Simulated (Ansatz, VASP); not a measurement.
# BaBe4Ag in VASP and in Ansatz

```
CELL_PARAMETERS angstrom
0.00000 3.45762 3.45762
3.45762 0.00000 3.45762
3.45762 3.45762 0.00000
ATOMIC_POSITIONS crystal
Ba 0.00000 0.00000 0.00000
Be 0.37500 0.87500 0.37500
Be 0.37500 0.37500 0.87500
Be 0.37500 0.37500 0.37500
Be 0.87500 0.37500 0.37500
Ag 0.75000 0.75000 0.75000
```

Alike in both runs: task single point; functional PBE; k mesh 4 × 4 × 4; occupations gaussian, width 0.1 eV; no spin polarisation.

```csv
,VASP,Ansatz
version,VASP 6.6.1,Ansatz 0.2.0
potentials or method,"VASP PAW PBE potentials, release 64 (Ba_sv, Be, Ag)","scalar-relativistic, plane waves, PAW"
plane-wave cutoff (eV),520,420
valence electrons in the cell,29,37
```

|  | VASP | Ansatz | Ansatz less VASP |
| --- | --- | --- | --- |
| gap on the k mesh at the Fermi level (eV) | none | none | - |
| pressure (GPa) | 13.1 | 11.9 | -1.16 |
| rms of the force components (eV/Å) | 0.248 | 0.238 | -0.0099 |

A gap of «none» marks a metal or a gap that the smearing closes. The two sets of potentials don't hold the same shells in valence.

Caveats: the k mesh is coarse (spacing up to 0.39 Å⁻¹), so the values aren't converged. Spin-orbit coupling is left out, which matters for the levels of Ba.
